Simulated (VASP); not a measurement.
Input:

```xyz
2
Lattice="0.0000 1.9897 1.9897 1.9897 0.0000 1.9897 1.9897 1.9897 0.0000" Properties=species:S:1:pos:R:3 pbc="T T T"
Li     0.0000     0.0000     0.0000
F      1.9897     1.9897     1.9897
```

All values below come from r2SCAN meta-GGA, VASP's PBE PAW potentials (set 64) (plane waves; VASP). Numerical set-up: 520 eV cut-off, 13×13×13 Γ-centred mesh, tetrahedra with Blöchl corrections, potentials Li_sv F.

Q: Predict the energy per atom (σ→0), band gap (over mesh and band path) with the smallest direct gap where there is one.

A: 
- band gap (over mesh and band path) = 10.63 eV
- smallest direct gap (over mesh and band path) = 10.63 eV
- energy per atom (σ→0) = -5.952 eV/atom

The compound is LiF in the rock salt structure. It was relaxed first.
